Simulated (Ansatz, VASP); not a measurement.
**SiGeN2 (chalcopyrite type (invented)) in two plane-wave programs**

Aim: how closely do two programs agree when they are given the same cell, functional and k mesh? The cell is generated by rule, not measured, and may not be a known phase. Of the first pair: The two relaxations start from unlike cells of this crystal (the structure described is Ansatz's start), so only their ends are compared.

Method: plane waves, with VASP 6.6.1 beside it; PBE, in Ansatz 0.2.0.

**1. The structure**

The structure is tetragonal, space group I-42d (No. 122). The conventional cell has a = 4.376 Å, b = 4.376 Å, c = 8.753 Å, α = 90.00°, β = 90.00°, γ = 90.00°. Nearest to Ge lie 4 N at 1.90 Å. Si has 4 N at 1.90 Å nearest. N has 2 Ge at 1.90 Å and 2 Si at 1.90 Å nearest. Farther neighbours and most contacts between anions are not listed.

As a file:

```xyz
8
Lattice="-2.1882 2.1882 4.3763 2.1882 -2.1882 4.3763 2.1882 2.1882 -4.3763" Properties=species:S:1:pos:R:3 pbc="T T T"
Ge    0.0000    0.0000    0.0000
Ge    0.0000    2.1882    2.1882
Si    0.0000    0.0000    4.3763
Si    2.1882    0.0000    2.1882
N     1.0941   -1.0941    5.4704
N    -1.0941    1.0941    5.4704
N     1.0941    1.0941   -1.0941
N     1.0941    1.0941    3.2822
```

**2. Ansatz: relaxation of cell and atoms, PBE, pair 1**

Ansatz runs on its default PAW (the set named soft_2) files.

The relaxed volume is the usual yardstick between codes: in a stiff, nearly cubic crystal its relative difference is about their pressure difference at one cell divided by the bulk modulus.

The input, input.yaml:

```yaml
crystal:
  lattice:
    - [-2.18816, 2.18816, 4.37632]
    - [2.18816, -2.18816, 4.37632]
    - [2.18816, 2.18816, -4.37632]
  atoms:
    - { symbol: Ge, position: [0.0, 0.0, 0.0] }
    - { symbol: Ge, position: [0.75, 0.25, 0.5] }
    - { symbol: Si, position: [0.5, 0.5, 0.0] }
    - { symbol: Si, position: [0.25, 0.75, 0.5] }
    - { symbol: "N", position: [0.375, 0.875, 0.0] }
    - { symbol: "N", position: [0.875, 0.375, 0.0] }
    - { symbol: "N", position: [0.125, 0.125, 0.5] }
    - { symbol: "N", position: [0.625, 0.625, 0.5] }
kpoints:
  mp_grid: { grid: [6, 6, 6] }
hamiltonian:
  xc: pbe
scf:
  occupations: { method: gaussian, width: 0.1 }
output:
  forces: true
  stress: true
  eigenvalues: true
relax:
  adjacent_minimum: "off"
  f_tol: 0.05
  max_steps: 80
  cell: { stress_tol: 0.5 }
```

Started as:

```bash
$ ansatz run input.yaml --threads 4 --pin off --max-ram 9216MiB --backend cpu --events-out ev --progress --plain --runs-dir out
```

Numbers of over 12 decimals in the logs are rounded to 6 here.

What it wrote:

```text
The last accepted step is kept in <dir> (removed where the run ends without a failure and the disk answers)
Engine: ansatz 0.2.0, x86_64-unknown-linux-gnu
Pseudopotentials: kind: paw
Pseudopotential: Ge, paw, valence charge 14, recommended cutoff 420 eV (normal), Ge.paw.azcp
Pseudopotential: Si, paw, valence charge 4, recommended cutoff 420 eV (normal), Si.paw.azcp
Pseudopotential: N, paw, valence charge 5, recommended cutoff 420 eV (normal), N.paw.azcp
Functional definition: PBE
  parameter kappa = 0.804
  parameter beta = 0.066725
  exchange = pbe_x(kappa = kappa, mu = beta*pi^2/3)
  correlation = pbe_c(beta = beta)
Crystal: 8 atoms, lattice volume = 83.816 Å³
Basis set: ecut = 420 eV, 1647 PW (Γ), exchange–correlation on 72×72×72 points (8 copies of the dense FFT grid, shifted against one another)
Bands: 36, of which v1, the nominal top of the filled ones, is band 28 counted from 1 (27 counted from 0)
Symmetry: 8 space group operations
Space group: I-42d (ITA 122), of the structure as read, at distance tolerance 4.4e-5 Å
k-points: 30 of 216 (time reversal used)
Non-local potential: Ge, projectors of the file, l = 0: 2, l = 1: 2, l = 2: 3, l = 3: 1
Non-local potential: Si, projectors of the file, l = 0: 2, l = 1: 2, l = 2: 2
Non-local potential: N, projectors of the file, l = 0: 2, l = 1: 2, l = 2: 1
PAW form: soft (Blöchl's): semilocal exchange-correlation on the pseudo side does not see the compensation charge
PAW one-centre angular grid: Ge, 590 points (default); XC on 64 Gauss nodes
PAW one-centre angular grid: Si, 110 points (default); XC on 64 Gauss nodes
PAW one-centre angular grid: N, 110 points (default); XC on 64 Gauss nodes
Initial density: superposition of atomic densities (neutral atoms: chi_scale 0, normalization atom), corrected by the library's trained network
Initial wavefunctions: pseudopotential atomic-orbital guess
Functional: x = pbe(κ = 0.804, μ = 0.219515), c = pbe(β = 0.066725)
SCF iter   1: F=—  HF=-11393.288511 eV  |F-HF|=—  |Δ(HF+E_count)|=         —  Δρ=2.22e-2  dr2=5.05e-1  ethr=1.77e-3  ⟨swp⟩=6.2  Hψ=4709  notcnv=0
preconditioner: auto → Kerker (q_TF=auto, 2.551 Å⁻¹)  [metal: Δε(μ)=0.060 eV  Ē_g=18.704 eV  σ=0.100 eV  W_gap=0.32  n_scr=22 (ndim 8)  ℏωp=30.4 eV  f_vac=0.000  D(μ)=3.93/eV (n_scr^D=36)]
SCF iter   2: F=—  HF=-11393.172903 eV  |F-HF|=—  |Δ(HF+E_count)|=   1.16e-1  Δρ=7.90e-3  dr2=6.77e-2  ethr=9.02e-4  ⟨swp⟩=2.8  Hψ=1936  notcnv=0  defer=61
SCF iter   3: F=—  HF=-11393.165579 eV  |F-HF|=—  |Δ(HF+E_count)|=   7.32e-3  Δρ=4.18e-3  dr2=1.58e-2  ethr=1.21e-4  ⟨swp⟩=2.0  Hψ=1446  notcnv=0  defer=61
SCF iter   4: F=—  HF=-11393.166082 eV  |F-HF|=—  |Δ(HF+E_count)|=   5.03e-4  Δρ=1.28e-3  dr2=1.23e-3  ethr=2.82e-5  ⟨swp⟩=2.1  Hψ=1856  notcnv=0  defer=61
SCF iter   5: F=—  HF=-11393.165036 eV  |F-HF|=—  |Δ(HF+E_count)|=   1.05e-3  Δρ=3.89e-4  dr2=9.55e-5  ethr=2.19e-6  ⟨swp⟩=2.0  Hψ=1865  notcnv=0  defer=61
SCF iter   6: F=—  HF=-11393.165076 eV  |F-HF|=—  |Δ(HF+E_count)|=   4.04e-5  Δρ=7.80e-5  dr2=3.93e-6  ethr=1.70e-7  ⟨swp⟩=2.0  Hψ=1833  notcnv=0  defer=61
SCF iter   7: F=—  HF=-11393.165077 eV  |F-HF|=—  |Δ(HF+E_count)|=   1.17e-6  Δρ=2.37e-5  dr2=5.79e-7  ethr=7.01e-9  ⟨swp⟩=2.0  Hψ=1855  notcnv=0  defer=61
SCF iter   8: F=-11393.165077 eV  HF=-11393.165077 eV  |F-HF|=8.90e-9  |Δ(HF+E_count)|=   2.52e-7  Δρ=5.42e-6  dr2=2.63e-8  ethr=1.79e-10  ⟨swp⟩=9.5  Hψ=4566  notcnv=0
SCF 1 converged in 8 iterations: F = -11393.165077 eV  dr2 = 2.63e-8
  greatest PAW one-centre occupation: 0.999 electrons in one spin orbital (limit 2), on the Ge atom at site 1 (counted from 0), in its partial waves of l = 2
relax step   1: F+E_penalty+E_count = -11393.16507741 eV  Δ(F+E_penalty+E_count) = +0.000e0 eV  max|allowed force component| = 2.585e0 eV/Å  Δτ_max = 0.0000 Å  P = +20.324 GPa  Ω = 83.816 Å³  (8 SCF iters, dr2 threshold 1.00e-7 eV, accepted)
[...]
relax step  10: F+E_penalty+E_count = -11398.81790562 eV  Δ(F+E_penalty+E_count) = -3.057e-2 eV  max|allowed force component| = 5.565e-4 eV/Å  Δτ_max = 0.0024 Å  P = +0.543 GPa  Ω = 98.821 Å³  energy of the carried Pulay correction = -1.737e-3 eV  (6 SCF iters, dr2 threshold 8.00e-7 eV, accepted)
[...]
relax step  11: F+E_penalty+E_count = -11398.82111330 eV  Δ(F+E_penalty+E_count) = -3.208e-3 eV  max|allowed force component| = 1.042e-2 eV/Å  Δτ_max = 0.0000 Å  P = -0.023 GPa  Ω = 99.015 Å³  energy of the carried Pulay correction = -2.156e-3 eV  (5 SCF iters, dr2 threshold 8.00e-7 eV, accepted)
[...]
relax step  12: F+E_penalty+E_count = -11398.82568809 eV  Δ(F+E_penalty+E_count) = -4.575e-3 eV  max|allowed force component| = 1.064e-2 eV/Å  Δτ_max = 0.0000 Å  P = +0.016 GPa  Ω = 99.015 Å³  stress off target by 2.43e-1 GPa  SCF on the basis re-selected at this cell (its energy is not comparable with the rows above)  (5 SCF iters)
basis re-selected at this cell: Δ(F+E_penalty+E_count) = -4.575e-3 eV, ΔP = +0.039 GPa vs the last step (what re-selecting the basis moved, of the pressure what is left beyond the Pulay correction that the steps carried, after the strain that the cell walked since its last selection, with what the two solves' SCF thresholds leave and, on support functions, any second-order correction that the steps lacked; it is no m [...]
SCF converged after 5 iterations
Free energy (F): -11398.825688 eV
Harris-Foulkes:  -11398.825688 eV  (|F-HF|=1.07e-9)
Internal energy: -11398.820754 eV  (E = F + TS)
E sigma→0 (E₀):  -11398.823221 eV
Entropy (-TS):   -0.004934 eV (-0.617 meV/atom)
Fermi energy:    9.558866 eV
--- Per-component energies (eV) ---
  E_band       = -225.041809
  E_kinetic    = 833.571189
  E_local      = -5470.634085  (includes V_loc(G=0)·N_el)
  E_nonlocal   = 1055.344096
  E_hartree    = 2283.982826
  E_xc         = -504.539174
  E_vxc        = -531.207308  (∫ρ·V_xc dr)
  E_paw        = -5559.650095  (= ΣΔE_a)
  E_vpaw       = -680.084694  (= ΣTr[D̂ρ^β])
  E_aug_tail   = 0.000749  (compensation charges beyond the density's cutoff)
  E_ewald      = -4036.896261
  E_smearing   = -0.004934  (= −TS)
  E_closure    = 0.000000  (closes the sum)
  Σ components = -11398.825688   (vs F -11398.825688, Δ=0.00e0)
--- Forces (eV/Å), atoms counted from 1 ---
  atom   1  Ge     0.00000000    -0.00000000    -0.00000000
  atom   2  Ge     0.00000000     0.00000000    -0.00000000
  atom   3  Si     0.00000000    -0.00000000     0.00000000
  atom   4  Si     0.00000000     0.00000000     0.00000000
  atom   5  N     -0.01063570    -0.00000000     0.00000000
  atom   6  N      0.01063570     0.00000000     0.00000000
  atom   7  N      0.00000000     0.01063570     0.00000000
  atom   8  N      0.00000000    -0.01063570    -0.00000000
  max |Σ_I F_I| component: 8.85e-17 eV/Å
--- Stress (GPa, compression-positive) ---
        0.145268       0.000000       0.000000
       -0.000000       0.145268      -0.000000
       -0.000000      -0.000000      -0.242984
  P = ⅓ Tr σ = 0.0159 GPa (0.159 kbar)
--- Band table (eV; the first three rows and the last of 30) ---
  k-point 0: bands = [... 24 lower, 6.6845, 7.1748, 7.1893, 8.1565, 8.8210, 12.6269, 12.6269, 13.4109, ... 4 higher]
  k-point 1: bands = [... 24 lower, 6.4755, 6.9047, 8.1270, 8.8140, 9.5783, 12.3542, 12.6953, 13.2684, ... 4 higher]
  k-point 2: bands = [... 24 lower, 6.5340, 6.8069, 8.6396, 8.8372, 10.2867, 11.9022, 12.5081, 13.3176, ... 4 higher]
  k-point 29: bands = [... 24 lower, 7.1559, 7.1559, 8.6971, 8.6971, 10.7728, 10.7728, 11.2279, 11.2279, ... 4 higher]
--- Relaxed structure (10 steps of the walk, 10 accepted, 2 SCFs on fresh bases) ---
  F+E_penalty+E_count = -11398.82568809 eV   max|allowed force component| = 1.064e-2 eV/Å   (the final SCF, on the basis selected at the relaxed cell)
  cell:  # Å, volume = 99.0150 Å³
    - [-2.513716, 2.513716, 3.917496]
    - [2.513716, -2.513716, 3.917496]
    - [2.513716, 2.513716, -3.917496]
  atoms:
    - { symbol: Ge, position: [7.989708262343135e-19, -2.0438788578087051e-19, 5.94582940453443e-19] }
    - { symbol: Ge, position: [0.750000, 0.25, 0.500000] }
    - { symbol: Si, position: [0.5, 0.5, 5.945829404534439e-19] }
    - { symbol: Si, position: [0.25, 0.750000, 0.500000] }
    - { symbol: N, position: [0.375000, 0.769930, -0.105070] }
    - { symbol: N, position: [0.875, 0.480070, 0.105070] }
    - { symbol: N, position: [0.230070, 0.125000, 0.605070] }
    - { symbol: N, position: [0.519930, 0.625, 0.394930] }
```

In the SCF lines HF is the Harris–Foulkes energy and dr2 the Hartree energy of the density residual, in eV; the loop may stop once dr2 is under the threshold and the program's other checks hold. Hψ counts applications of the Hamiltonian.

**3. VASP: relaxation of cell and atoms, PBE, pair 1**

Its own start cell and the same functional, mesh and smearing now go to VASP, with its own data sets.

Lines of VASP's logs that name or quote its potential files are left out, and so is its time.

The input, INCAR:

```
SYSTEM = SiGeN2
PREC = Accurate
ENCUT = 600
EDIFF = 1E-07
NELM = 120
ISMEAR = 0
SIGMA = 0.1
LREAL = .FALSE.
ALGO = Normal
GGA = PE
NBANDS = 36
LORBIT = 11
LWAVE = .FALSE.
LCHARG = .FALSE.
ISIF = 3
IBRION = 2
NSW = 80
EDIFFG = -0.005
LASPH = .TRUE.
GGA_COMPAT = .FALSE.
NELMIN = 4
KPAR = 2
```

The input, POSCAR:

```
SiGeN2
1.0
   -2.5154232377      2.5154232377      3.9021075979
    2.5154232377     -2.5154232377      3.9021075979
    2.5154232377      2.5154232377     -3.9021075979
Ge Si N
2 2 4
Direct
    0.0000000000      0.0000000000      0.0000000000
    0.7500000000      0.2500000000      0.5000000000
    0.5000000000      0.5000000000      0.0000000000
    0.2500000000      0.7500000000      0.5000000000
    0.3750000000      0.7697091244      0.8947091244
    0.8750000000      0.4802908756      0.1052908756
    0.2302908756      0.1250000000      0.6052908756
    0.5197091244      0.6250000000      0.3947091244
```

The input, KPOINTS:

```
Automatic mesh
0
Gamma
6 6 6
0 0 0
```

The projector-augmented-wave data sets are Ge_d, Si and N (PBE family, release 64).

Started as:

```bash
$ mpirun -np 2 vasp_std
```

What it wrote:

```text
[banner, memory and clock lines left out]
running    2 mpi-ranks, on    1 nodes
 distrk:  each k-point on    1 cores,    2 groups
 distr:  one band on    1 cores,    1 groups

 POSCAR found type information on POSCAR GeSiN
 POSCAR found :  3 types and       8 ions
 LDA part: xc-table for (Slater+PW92), standard interpolation
 POSCAR, INCAR and KPOINTS ok, starting setup
 FFT: planning ... GRIDC
 FFT: planning ... GRID_SOFT
 FFT: planning ... GRID
 WAVECAR not read
 entering main loop
       N       E                     dE             d eps       ncg     rms          rms(c)
DAV:   1     0.619436818196E+03    0.61944E+03   -0.28746E+04  2780   0.362E+03
DAV:   2     0.635319188805E+02   -0.55590E+03   -0.53047E+03  2224   0.921E+02
DAV:   3    -0.553455632940E+02   -0.11888E+03   -0.11513E+03  2492   0.225E+02
DAV:   4    -0.640301384166E+02   -0.86846E+01   -0.86220E+01  2696   0.677E+01
DAV:   5    -0.643003546983E+02   -0.27022E+00   -0.26950E+00  2676   0.126E+01    0.195E+01
DAV:   6    -0.545421193393E+02    0.97582E+01   -0.41316E+01  2896   0.353E+01    0.806E+00
DAV:   7    -0.547098966858E+02   -0.16778E+00   -0.30916E+00  2400   0.861E+00    0.459E+00
DAV:   8    -0.546668932053E+02    0.43003E-01   -0.42592E-01  2956   0.513E+00    0.100E+00
DAV:   9    -0.546552946236E+02    0.11599E-01   -0.82923E-02  3152   0.164E+00    0.312E-01
DAV:  10    -0.546552555865E+02    0.39037E-04   -0.10541E-02  2448   0.622E-01    0.142E-01
DAV:  11    -0.546553776391E+02   -0.12205E-03   -0.11181E-03  2588   0.186E-01    0.780E-02
DAV:  12    -0.546554085051E+02   -0.30866E-04   -0.94101E-05  2628   0.591E-02    0.349E-02
DAV:  13    -0.546554018331E+02    0.66720E-05   -0.48263E-05  2676   0.568E-02    0.582E-03
DAV:  14    -0.546554020664E+02   -0.23327E-06   -0.47994E-06  2696   0.137E-02    0.242E-03
DAV:  15    -0.546554021660E+02   -0.99639E-07   -0.27089E-07  2108   0.355E-03
   1 F= -.54655402E+02 E0= -.54652932E+02  d E =-.546554E+02
[... from here on, the cycles between the ionic steps are left out ...]
   2 F= -.54655570E+02 E0= -.54653096E+02  d E =-.168098E-03
   3 F= -.54655580E+02 E0= -.54653107E+02  d E =-.178291E-03
   4 F= -.54655760E+02 E0= -.54653286E+02  d E =-.179218E-03
   5 F= -.54656020E+02 E0= -.54653533E+02  d E =-.439443E-03
   6 F= -.54656150E+02 E0= -.54653659E+02  d E =-.129639E-03
   7 F= -.54656185E+02 E0= -.54653689E+02  d E =-.165566E-03
   8 F= -.54656146E+02 E0= -.54653623E+02  d E =0.398536E-04
 trial-energy change:    0.000040  1 .order    0.000034   -0.000128    0.000197
 step:   0.6112(harm=  0.6504)  dis= 0.00046  next Energy=   -54.656209 (dE=-0.235E-04)
 bond charge predicted
       N       E                     dE             d eps       ncg     rms          rms(c)
DAV:   1    -0.546564833884E+02   -0.33776E-03   -0.18366E-02  2260   0.106E+00    0.118E-01
DAV:   2    -0.546563048365E+02    0.17855E-03   -0.62171E-04  2888   0.265E-01    0.668E-02
DAV:   3    -0.546562078410E+02    0.96995E-04   -0.17661E-04  3064   0.161E-01    0.114E-02
DAV:   4    -0.546562059044E+02    0.19365E-05   -0.32574E-05  2684   0.541E-02    0.527E-03
DAV:   5    -0.546562059253E+02   -0.20822E-07   -0.16242E-06  3036   0.128E-02    0.254E-03
DAV:   6    -0.546562060418E+02   -0.11653E-06   -0.20682E-07  1808   0.524E-03    0.118E-03
DAV:   7    -0.546562061270E+02   -0.85174E-07   -0.38647E-08  1336   0.166E-03
   9 F= -.54656206E+02 E0= -.54653701E+02  d E =-.206609E-04
 curvature:  -0.75 expect dE=-0.373E-05 dE for cont linesearch -0.690E-07
 trial: gam= 0.02950 g(F)=  0.295E-05 g(S)=  0.205E-05 ort = 0.406E-05 (trialstep = 0.144E+01)
 search vector abs. value=  0.539E-05
 reached required accuracy - stopping structural energy minimisation
```

From OUTCAR (step 3):

```text
ion  position               nearest neighbor table
   1  0.000  0.000  0.000-
   2  0.750  0.250  0.500-
   3  0.500  0.500  0.000-   5 1.75   6 1.75   7 1.75   8 1.75
   4  0.250  0.750  0.500-   5 1.75   6 1.75   7 1.75   8 1.75
   5  0.375  0.770  0.895-   3 1.75   4 1.75
   6  0.875  0.480  0.105-   3 1.75   4 1.75
   7  0.230  0.125  0.605-   3 1.75   4 1.75
   8  0.520  0.625  0.395-   3 1.75   4 1.75

  LATTYP: Found a body centered tetragonal cell.
 ALAT       =     5.0308464754
 C/A-ratio  =     1.5512727796

 Subroutine GETGRP returns: Found  8 space group operations
 (whereof  4 operations were pure point group operations)

The static configuration has the point symmetry S_4 .
 The point group associated with its full space group is D_2d.

 Found     30 irreducible k-points:

   k-points           NKPTS =     30   k-points in BZ     NKDIM =     30   number of bands    NBANDS=     36

   dimension x,y,z NGX =    42 NGY =   42 NGZ =   42
   dimension x,y,z NGXF=    84 NGYF=   84 NGZF=   84

   ENCUT  =  600.0 eV  44.10 Ry    6.64 a.u.  10.55 10.55 10.55*2*pi/ulx,y,z

   NELECT =      56.0000    total number of electrons

 k-points in reciprocal lattice and weights: Automatic mesh
   0.00000000  0.00000000  0.00000000       0.005
   0.16666667  0.00000000  0.00000000       0.037
   0.33333333  0.00000000  0.00000000       0.037
   0.50000000  0.00000000  0.00000000       0.019
   0.16666667  0.16666667 -0.00000000       0.037
   0.33333333  0.16666667  0.00000000       0.074
   0.50000000  0.16666667  0.00000000       0.074
  -0.33333333  0.16666667 -0.00000000       0.074
  -0.16666667  0.16666667  0.00000000       0.019
[...]
-0.33333333 -0.33333333  0.33333333       0.009
   0.50000000  0.50000000  0.50000000       0.005

 average (electrostatic) potential at core
       1 -72.8848       2 -72.8848       3 -82.7323       4 -82.7323       5 -61.5489
       6 -61.5489       7 -61.5489       8 -61.5489

 E-fermi :   6.8589

 k-point     1 :       0.0000    0.0000    0.0000
  band No.  band energies     occupation
    ...
     25       4.0287      2.00000
     26       4.4184      2.00000
     27       4.5503      2.00000
     28       5.5045      2.00000
     29       6.1778      2.00000
     30       9.9957      0.00000
     31       9.9957      0.00000
     32      10.7337      0.00000
     33      12.4037      0.00000
     34      12.4037      0.00000
    ...

 k-point     2 :       0.1667    0.0000    0.0000
  band No.  band energies     occupation
    ...
     25       3.8562      2.00000
     26       4.3890      2.00000
     27       5.1771      2.00000
     28       5.9793      2.00000
     29       6.7272      1.93761
     30       9.7152      0.00000
     31       9.8424      0.00000
     32      10.6575      0.00000
     33      11.3636      0.00000
     34      12.2637      0.00000
    ...

 k-point     3 :       0.3333    0.0000    0.0000
  band No.  band energies     occupation
    ...
     24       3.7409      2.00000
     25       3.9680      2.00000
     26       4.5845      2.00000
     27       6.2421      2.00000
     28       6.3678      2.00000
     29       7.7961      0.00000
     30       8.7419      0.00000
     31       9.5552      0.00000
     32      10.3645      0.00000
     33      11.0125      0.00000
    ...

  Total        0.0094395      0.0094395     -0.0126936      0.0000000     -0.0000000      0.0000000
  in kB        0.1530996      0.1530996     -0.2058784      0.0000000     -0.0000000      0.0000000
  external PRESSURE =       0.0334403 kB  Pullay stress =       0.0000000 kB

  energy-cutoff  :      600.00
  volume of cell :       98.78
      direct lattice vectors                 reciprocal lattice vectors
    -2.524440607  2.524440607  3.875190841     0.000000000  0.198063681  0.129025904
     2.524440607 -2.524440607  3.875190841     0.198063681  0.000000000  0.129025904
     2.524440607  2.524440607 -3.875190841     0.198063681  0.198063681  0.000000000

 POSITION                                       TOTAL-FORCE (eV/Angst)
 -----------------------------------------------------------------------------------
     -0.00000      0.00000      0.00000         0.000000     -0.000000      0.000000
      0.00000      2.52444      1.93760         0.000000      0.000000     -0.000000
      0.00000      0.00000      3.87519         0.000000      0.000000     -0.000000
      2.52444      0.00000      1.93760         0.000000     -0.000000      0.000000
      3.25492      1.26222      0.96880        -0.003908      0.000000      0.000000
     -0.73048      1.26222      4.84399         0.003908     -0.000000     -0.000000
      1.26222      1.79396     -0.96880         0.000000      0.003908     -0.000000
      1.26222      0.73048      2.90639         0.000000     -0.003908      0.000000
 -----------------------------------------------------------------------------------
    total drift:                               -0.000000     -0.000000     -0.000001

  FREE ENERGIE OF THE ION-ELECTRON SYSTEM (eV)
  ---------------------------------------------------
  free  energy   TOTEN  =       -54.6562061270 eV

  energy  without entropy=      -54.6511955138  energy(sigma->0) =      -54.65370082

 reached required accuracy - stopping structural energy minimisation

 total charge
# of ion       s       p       d       tot
------------------------------------------
    1        1.407   0.618  10.027  12.052
    2        1.407   0.618  10.027  12.052
    3        0.673   0.960   0.000   1.633
    4        0.673   0.960   0.000   1.633
    5        1.246   2.533   0.000   3.779
    6        1.246   2.533   0.000   3.779
    7        1.246   2.533   0.000   3.779
    8        1.246   2.533   0.000   3.779
--------------------------------------------------
tot          9.143  13.286  20.054  42.484

[... 3 further parts left out ...]
```

(Part 1 of 2 ends here.)

[Lines on the potential files, build, host, timing and source positions are cut from VASP's logs without a mark.]

[Logs are printed without paths, hosts, clocks, repeated set-up lines and the standing remarks that a program may print on its own settings, such as how far it seeks lower states.]

[Hosts, paths, dates, database ids (printed as entryN), source tags and the programs' standing remarks are cut or masked in the printed files.]
